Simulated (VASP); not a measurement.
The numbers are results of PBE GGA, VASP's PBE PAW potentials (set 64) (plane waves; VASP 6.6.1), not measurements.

VASP input:

**INCAR**
```
! general
SYSTEM =Rh
PREC   =Accurate
ENCUT  =480
LREAL  =F   ! projection in real space or not
LASPH  =T

! electronic loop
EDIFF  =1E-7
NELM   =100   ! most electronic steps
ALGO   =Normal
LMAXMIX=4   ! l cut-off of mixed one-centre charges

! smearing
ISMEAR =1   ! Methfessel-Paxton
SIGMA  =0.1   ! width (eV)

! functional
GGA    =PE

! ions
IBRION =2   ! conjugate gradients
NSW    =40
ISIF   =3
EDIFFG =-0.01
PSTRESS=10   ! kbar

! output
LWAVE  =F
LCHARG =F
```

KPOINTS:
```
Automatic mesh
0
Gamma
16 16 16
0 0 0
```

**POSCAR**
```
Rh
1
    0.0000000000     1.9127307803     1.9127307803
    1.9127307803    -0.0000000000     1.9127307803
    1.9127307803     1.9127307803    -0.0000000000
Rh
1
Direct
  0.0000000000   0.0000000000   0.0000000000
```

POTCAR, in this order: Rh_pv (PBE.64 set). Program: vasp_std.

The resulting files:

OSZICAR:
```
       N       E                     dE             d eps       ncg     rms          rms(c)
DAV:   1     0.109389462907E+03    0.10939E+03   -0.91102E+03  3206   0.138E+03
DAV:   2    -0.633476222154E+01   -0.11572E+03   -0.11069E+03  3268   0.374E+02
DAV:   3    -0.774860224934E+01   -0.14138E+01   -0.14030E+01  3715   0.474E+01
DAV:   4    -0.775685639917E+01   -0.82541E-02   -0.82532E-02  3499   0.376E+00
DAV:   5    -0.775698941708E+01   -0.13302E-03   -0.13302E-03  3665   0.447E-01    0.970E+00
DAV:   6    -0.727623709654E+01    0.48075E+00   -0.11682E+00  3337   0.159E+01    0.335E+00
DAV:   7    -0.726094494307E+01    0.15292E-01   -0.20008E-02  3535   0.179E+00    0.164E+00
DAV:   8    -0.725752642973E+01    0.34185E-02   -0.32596E-03  3316   0.905E-01    0.171E-01
DAV:   9    -0.725742100288E+01    0.10543E-03   -0.88270E-05  3727   0.154E-01    0.159E-02
DAV:  10    -0.725742486368E+01   -0.38608E-05   -0.34823E-06  3451   0.273E-02    0.226E-03
DAV:  11    -0.725742488067E+01   -0.16995E-07   -0.25085E-07  3583   0.710E-03
   1 F= -.71700713E+01 E0= -.71699822E+01  d E =-.717007E+01
```

File OUTCAR:
```
------------------------ aborting loop because EDIFF is reached ----------------------------------------
  FORCE on cell =-STRESS in cart. coord.  units (eV):
  Direction    XX          YY          ZZ          XY          YZ          ZX
  --------------------------------------------------------------------------------------
  Total        0.0868967      0.0868967      0.0868967      0.0000000      0.0000000     -0.0000000
  in kB        9.9476958      9.9476958      9.9476958      0.0000000      0.0000000     -0.0000000
  external PRESSURE =      -0.0523042 kB  Pullay stress =      10.0000000 kB
  volume of cell :       14.00
      direct lattice vectors                 reciprocal lattice vectors
     0.000000000  1.912730780  1.912730780    -0.261406365  0.261406365  0.261406365
     1.912730780  0.000000000  1.912730780     0.261406365 -0.261406365  0.261406365
     1.912730780  1.912730780  0.000000000     0.261406365  0.261406365 -0.261406365
 POSITION                                       TOTAL-FORCE (eV/Angst)
 -----------------------------------------------------------------------------------
      0.00000      0.00000      0.00000         0.000000      0.000000      0.000000
 -----------------------------------------------------------------------------------
    total drift:                               -0.000000     -0.000000     -0.000000
  FREE ENERGIE OF THE ION-ELECTRON SYSTEM (eV)
  ---------------------------------------------------
  free  energy   TOTEN  =        -7.2574248807 eV

  energy  without entropy=       -7.2571576884  energy(sigma->0) =       -7.25733582
  enthalpy is  TOTEN    =        -7.1700712514 eV   P V=        0.0873536293

 reached required accuracy - stopping structural energy minimisation
```
(Selected blocks of OUTCAR.)

File OUTCAR:
```
 val. band max:       11.5578243988   @ k =   0.4375   0.1250   0.0625

 cond. band min:      11.5674031711   @ k =  -0.3750   0.2500   0.0000


 Fermi energy:        11.5631240914

 k-point     1 :       0.0000    0.0000    0.0000
  band No.  band energies     occupation
      1     -34.7666      2.00000
      2     -34.7666      2.00000
      3     -34.7666      2.00000
      4       3.7521      2.00000
      5       8.5877      2.00000
      6       8.5877      2.00000
      7       8.5877      2.00000
      8      10.6157      2.00000
      9      10.6157      2.00000
     10      27.5872      0.00000
     11      32.1697      0.00000

 k-point     2 :       0.0625    0.0000    0.0000
  band No.  band energies     occupation
      1     -34.7937      2.00000
      2     -34.7703      2.00000
      3     -34.7703      2.00000
      4       3.9068      2.00000
      5       8.5203      2.00000
      6       8.6476      2.00000
      7       8.6476      2.00000
      8      10.5827      2.00000
      9      10.5827      2.00000
     10      27.8069      0.00000
     11      32.0812      0.00000

 k-point     3 :       0.1250    0.0000    0.0000
  band No.  band energies     occupation
      1     -34.8703      2.00000
      2     -34.7807      2.00000
      3     -34.7807      2.00000
      4       4.3454      2.00000
      5       8.3611      2.00000
      6       8.7970      2.00000
      7       8.7970      2.00000
      8      10.5203      2.00000
      9      10.5203      2.00000
     10      28.3664      0.00000
     11      30.3945      0.00000

 k-point     4 :       0.1875    0.0000    0.0000
  band No.  band energies     occupation
      1     -34.9840      2.00000
      2     -34.7963      2.00000
      3     -34.7963      2.00000
      4       4.9671      2.00000
      5       8.2492      2.00000
      6       8.9355      2.00000
      7       8.9355      2.00000
      8      10.5422      2.00000
      9      10.5422      2.00000
...
```

The compound is Rh in the fcc structure. It was relaxed first under an external pressure of 1 GPa.
